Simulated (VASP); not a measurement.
Level of theory: r2SCAN meta-GGA, VASP's PBE PAW potentials (set 64) (plane waves; VASP).

The input files of a VASP run:

### KPOINTS
```
Automatic mesh
0
Gamma
8 8 8
0 0 0
```

INCAR:
```
IBRION  =  2   # conjugate gradients
LMIXTAU  =  .TRUE.
EDIFFG  =  -0.02   # ionic stop
ALGO  =  Normal
LWAVE  =  .FALSE.
LASPH  =  .TRUE.   # aspherical one-centre terms
PREC  =  Accurate
LREAL  =  .FALSE.   # projection in real space or not
ENCUT  =  520
NELM  =  100   # most electronic steps
EDIFF  =  1E-6
LCHARG  =  .FALSE.
ISIF  =  3   # ions, shape and volume
NSW  =  60   # most ionic steps
SYSTEM  =  SiO2
ISMEAR  =  0   # Gaussian
SIGMA  =  0.05
METAGGA  =  R2SCAN
```

### POSCAR
```
SiO2
1.0
 -1.7504017378   1.7504017378   4.2339314610
  1.7504017378  -1.7504017378   4.2339314610
  1.7504017378   1.7504017378  -4.2339314610
Si O
2 4
Cartesian
  0.0000000000   0.0000000000   4.2339314610
  1.7504017378   0.0000000000   2.1169657305
 -0.0000000000   0.0000000000   2.4688681674
  1.7504017378   0.0000000000   0.3519024369
  1.7504017378   0.0000000000   3.8820290241
 -0.0000000000   0.0000000000   5.9989947546
```

POTCAR, in this order: Si O (PBE.64 set). Program: vasp_std.

The run wrote:

File OUTCAR:
```
 ion  position               nearest neighbor table
   1  0.500  0.500  0.000-   3 1.77   6 1.77   5 1.79   4 1.79   4 1.79   5 1.79   2 2.75   2 2.75
                             2 2.75   2 2.75
   2  0.250  0.750  0.500-   4 1.77   5 1.77   3 1.79   6 1.79   3 1.79   6 1.79   1 2.75   1 2.75
                             1 2.75   1 2.75
   3  0.292  0.292  0.000-   1 1.77   2 1.79   2 1.79
   4  0.042  0.542  0.500-   2 1.77   1 1.79   1 1.79
   5  0.458  0.958  0.500-   2 1.77   1 1.79   1 1.79
   6  0.708  0.708  0.000-   1 1.77   2 1.79   2 1.79
  LATTYP: Found a body centered tetragonal cell.
 ALAT       =     3.5008034756
 C/A-ratio  =     2.4188341279
 Subroutine PRICEL returns:
 Original cell was already a primitive cell.
 Subroutine GETGRP returns: Found 16 space group operations
The static configuration has the point symmetry D_2d.
 The point group associated with its full space group is D_4h.
The dynamic configuration has the point symmetry D_2d.
 Subroutine INISYM returns: Found 16 space group operations
 Subroutine IBZKPT returns following result:
 Found     59 irreducible k-points:

 Following reciprocal coordinates:
            Coordinates               Weight
  0.000000  0.000000  0.000000      1.000000
  0.125000 -0.000000  0.000000      8.000000
  0.250000 -0.000000  0.000000      8.000000
  0.375000  0.000000  0.000000      8.000000
  0.500000 -0.000000  0.000000      4.000000
  0.125000  0.125000  0.000000      8.000000
  0.250000  0.125000  0.000000     16.000000
  0.375000  0.125000  0.000000     16.000000
  0.500000  0.125000  0.000000     16.000000
 -0.375000  0.125000  0.000000     16.000000
 -0.250000  0.125000 -0.000000     16.000000
 -0.125000  0.125000  0.000000      4.000000
  0.250000  0.250000  0.000000      8.000000
  0.375000  0.250000  0.000000     16.000000
  0.500000  0.250000  0.000000     16.000000
 -0.375000  0.250000  0.000000     16.000000
...
```

OSZICAR:
```
       N       E                     dE             d eps       ncg     rms          rms(c)
DAV:   1     0.165839155549E+03    0.16584E+03   -0.18648E+04  2368   0.159E+03
DAV:   2    -0.641700550808E+02   -0.23001E+03   -0.22093E+03  3220   0.341E+02
DAV:   3    -0.727193772063E+02   -0.85493E+01   -0.85250E+01  2828   0.713E+01
DAV:   4    -0.727963765835E+02   -0.76999E-01   -0.76904E-01  2848   0.759E+00
DAV:   5    -0.727972939463E+02   -0.91736E-03   -0.91720E-03  2776   0.815E-01    0.178E+01
DAV:   6    -0.598009470549E+02    0.12996E+02   -0.11387E+01  2668   0.220E+01    0.959E+00
DAV:   7    -0.578452020984E+02    0.19557E+01   -0.18083E+00  2604   0.135E+01    0.334E+00
DAV:   8    -0.611687626642E+02   -0.33236E+01   -0.13986E+00  2536   0.968E+00    0.200E+00
DAV:   9    -0.580080056042E+02    0.31608E+01   -0.96053E-01  2444   0.754E+00    0.626E-01
DAV:  10    -0.582085521161E+02   -0.20055E+00   -0.75027E-02  2564   0.281E+00    0.476E-01
DAV:  11    -0.582841939672E+02   -0.75642E-01   -0.22324E-02  2780   0.123E+00    0.196E-01
DAV:  12    -0.583430418841E+02   -0.58848E-01   -0.32039E-02  2572   0.208E+00    0.109E-01
DAV:  13    -0.583468174322E+02   -0.37755E-02   -0.36809E-03  2568   0.692E-01    0.629E-02
DAV:  14    -0.583477976888E+02   -0.98026E-03   -0.43107E-04  2804   0.166E-01    0.297E-02
DAV:  15    -0.583477572702E+02    0.40419E-04   -0.95569E-05  2716   0.114E-01    0.858E-03
DAV:  16    -0.583478295772E+02   -0.72307E-04   -0.47294E-05  2652   0.882E-02    0.520E-03
DAV:  17    -0.583478313422E+02   -0.17649E-05   -0.57171E-06  2776   0.213E-02    0.166E-03
DAV:  18    -0.583478319730E+02   -0.63087E-06   -0.35692E-07  1752   0.732E-03
   1 F= -.58347832E+02 E0= -.58347832E+02  d E =-.583478E+02
       N       E                     dE             d eps       ncg     rms          rms(c)
DAV:   1    -0.584301880065E+02   -0.82357E-01   -0.23759E+00  2640   0.145E+01    0.251E+00
DAV:   2    -0.583455702675E+02    0.84618E-01   -0.30528E-01  2704   0.435E+00    0.570E-01
DAV:   3    -0.583407155604E+02    0.48547E-02   -0.20884E-02  2636   0.114E+00    0.230E-01
DAV:   4    -0.583406274391E+02    0.88121E-04   -0.19170E-03  2620   0.498E-01    0.958E-02
DAV:   5    -0.583408714059E+02   -0.24397E-03   -0.89294E-04  2596   0.337E-01    0.405E-02
DAV:   6    -0.583409915143E+02   -0.12011E-03   -0.32695E-04  2548   0.234E-01    0.265E-02
DAV:   7    -0.583410871775E+02   -0.95663E-04   -0.15549E-04  2544   0.145E-01    0.133E-02
DAV:   8    -0.583411463855E+02   -0.59208E-04   -0.39444E-05  2624   0.708E-02    0.335E-03
DAV:   9    -0.583411474918E+02   -0.11063E-05   -0.17030E-06  1776   0.150E-02    0.960E-04
DAV:  10    -0.583411477848E+02   -0.29301E-06   -0.11670E-07  1636   0.350E-03
   2 F= -.58341148E+02 E0= -.58341148E+02  d E =0.668419E-02
       N       E                     dE             d eps       ncg     rms          rms(c)
DAV:   1    -0.583847087594E+02   -0.43561E-01   -0.85408E-01  2628   0.859E+00    0.150E+00
DAV:   2    -0.583546095468E+02    0.30099E-01   -0.11268E-01  2692   0.264E+00    0.333E-01
DAV:   3    -0.583529103382E+02    0.16992E-02   -0.71485E-03  2620   0.663E-01    0.149E-01
DAV:   4    -0.583529675397E+02   -0.57202E-04   -0.63556E-04  2588   0.288E-01    0.652E-02
DAV:   5    -0.583529300489E+02    0.37491E-04   -0.33233E-04  2596   0.202E-01    0.251E-02
DAV:   6    -0.583530372015E+02   -0.10715E-03   -0.12909E-04  2512   0.146E-01    0.156E-02
DAV:   7    -0.583530576902E+02   -0.20489E-04   -0.50625E-05  2592   0.818E-02    0.787E-03
DAV:   8    -0.583530785640E+02   -0.20874E-04   -0.14165E-05  2600   0.427E-02    0.198E-03
DAV:   9    -0.583530791956E+02   -0.63159E-06   -0.59808E-07  1736   0.898E-03
   3 F= -.58353079E+02 E0= -.58353079E+02  d E =-.524722E-02
       N       E                     dE             d eps       ncg     rms          rms(c)
DAV:   1    -0.583540804911E+02   -0.10019E-02   -0.28072E-01  2396   0.458E+00    0.219E-01
DAV:   2    -0.583538249024E+02    0.25559E-03   -0.82280E-03  2740   0.733E-01    0.885E-02
DAV:   3    -0.583535805733E+02    0.24433E-03   -0.39532E-04  2676   0.218E-01    0.381E-02
DAV:   4    -0.583535073445E+02    0.73229E-04   -0.21625E-04  2480   0.160E-01    0.111E-02
DAV:   5    -0.583535355800E+02   -0.28236E-04   -0.17311E-04  2416   0.169E-01    0.393E-03
DAV:   6    -0.583535986427E+02   -0.63063E-04   -0.54351E-05  2456   0.844E-02    0.464E-03
DAV:   7    -0.583536051094E+02   -0.64667E-05   -0.24677E-06  1968   0.157E-02    0.135E-03
DAV:   8    -0.583536046045E+02    0.50489E-06   -0.58708E-07  1636   0.801E-03
   4 F= -.58353605E+02 E0= -.58353605E+02  d E =-.525409E-03
       N       E                     dE             d eps       ncg     rms          rms(c)
DAV:   1    -0.583536267747E+02   -0.21665E-04   -0.48790E-03  2404   0.604E-01    0.288E-02
DAV:   2    -0.583536223885E+02    0.43862E-05   -0.14305E-04  2744   0.966E-02    0.118E-02
DAV:   3    -0.583536176260E+02    0.47625E-05   -0.69587E-06  2660   0.288E-02    0.509E-03
DAV:   4    -0.583536165802E+02    0.10458E-05   -0.38148E-06  2480   0.212E-02    0.146E-03
DAV:   5    -0.583536165040E+02    0.76250E-07   -0.31733E-06  2164   0.227E-02
   5 F= -.58353617E+02 E0= -.58353617E+02  d E =-.537308E-03
```

### OUTCAR
```
------------------------ aborting loop because EDIFF is reached ----------------------------------------
  FORCE on cell =-STRESS in cart. coord.  units (eV):
  Direction    XX          YY          ZZ          XY          YZ          ZX
  --------------------------------------------------------------------------------------
  Total        0.0404982      0.0404982     -0.1014529      0.0000000     -0.0000000      0.0000000
  in kB        1.2649872      1.2649872     -3.1689463      0.0000000     -0.0000000      0.0000000
  external PRESSURE =      -0.2129907 kB  Pullay stress =       0.0000000 kB
  volume of cell :       51.29
      direct lattice vectors                 reciprocal lattice vectors
    -1.743235607  1.743235607  4.219764213     0.000000000  0.286822962  0.118490033
     1.743235607 -1.743235607  4.219764213     0.286822962  0.000000000  0.118490033
     1.743235607  1.743235607 -4.219764213     0.286822962  0.286822962  0.000000000
 POSITION                                       TOTAL-FORCE (eV/Angst)
 -----------------------------------------------------------------------------------
      0.00000      0.00000      4.21976         0.000000      0.000000      0.000000
      1.74324      0.00000      2.10988         0.000000      0.000000      0.000000
      0.00000      0.00000      2.45870        -0.000000     -0.000000     -0.009970
      1.74324     -0.00000      0.34882         0.000000      0.000000     -0.009970
      1.74324      0.00000      3.87094        -0.000000     -0.000000      0.009970
      0.00000      0.00000      5.98082        -0.000000     -0.000000      0.009970
 -----------------------------------------------------------------------------------
    total drift:                                0.000000      0.000000     -0.000000
  FREE ENERGIE OF THE ION-ELECTRON SYSTEM (eV)
  ---------------------------------------------------
  free  energy   TOTEN  =       -58.3536165040 eV

  energy  without entropy=      -58.3536165040  energy(sigma->0) =      -58.35361650

 reached required accuracy - stopping structural energy minimisation
```
(Selected blocks of OUTCAR.)

**CONTCAR**
```
SiO2
   1.00000000000000
    -1.7432356069621910    1.7432356069621910    4.2197642127387827
     1.7432356069621910   -1.7432356069621910    4.2197642127387827
     1.7432356069621910    1.7432356069621910   -4.2197642127387827
  Si              O
     2     4
Direct
     0.5000000000000000    0.5000000000000000    0.0000000000000000
     0.2500000000000000    0.7500000000000000    0.5000000000000000
     0.2913318674883720    0.2913318674883720    0.0000000000000000
     0.0413318674883721    0.5413318674883721    0.5000000000000000
     0.4586681325116280    0.9586681325116279    0.5000000000000000
     0.7086681325116279    0.7086681325116279    0.0000000000000000
```

File OUTCAR:
```
 val. band max:        5.6602077394   @ k =   0.2500   0.2500   0.2500

 cond. band min:      12.8628506176   @ k =   0.0000   0.0000   0.0000


 Fermi energy:         5.8936577892

 k-point     1 :       0.0000    0.0000    0.0000
  band No.  band energies     occupation
      1     -16.9171      2.00000
      2     -13.9278      2.00000
      3     -12.8846      2.00000
      4     -12.0427      2.00000
      5      -2.1075      2.00000
      6      -2.1075      2.00000
      7      -0.9868      2.00000
      8      -0.4718      2.00000
      9       0.1180      2.00000
     10       0.1180      2.00000
     11       1.9212      2.00000
     12       4.2119      2.00000
     13       4.7771      2.00000
     14       4.7771      2.00000
     15       4.9293      2.00000
     16       4.9293      2.00000
     17      12.8629      0.00000
     18      15.3596      0.00000
     19      17.6591      0.00000
     20      18.7305      0.00000

 k-point     2 :       0.1250   -0.0000    0.0000
  band No.  band energies     occupation
      1     -16.7905      2.00000
      2     -14.0094      2.00000
      3     -12.8366      2.00000
      4     -12.1796      2.00000
      5      -2.5632      2.00000
      6      -2.1014      2.00000
      7      -1.2690      2.00000
      8       0.1315      2.00000
      9       0.2745      2.00000
     10       0.4405      2.00000
     11       2.2367      2.00000
     12       3.9018      2.00000
     13       4.4850      2.00000
     14       4.6158      2.00000
     15       4.7866      2.00000
     16       4.8634      2.00000
     17      13.3557      0.00000
     18      15.2435      0.00000
     19      17.5049      0.00000
     20      18.8323      0.00000

 k-point     3 :       0.2500   -0.0000    0.0000
  band No.  band energies     occupation
      1     -16.4339      2.00000
      2     -14.1637      2.00000
      3     -12.9268      2.00000
      4     -12.4189      2.00000
      5      -2.9403      2.00000
...
```

The structure was generated: SiO2 was put into the anatase type (I4_1/amd), which need not be its known phase. This run relaxes it. Symmetry was kept, so distortions that lower it aren't found. The start is the result of an earlier pass.
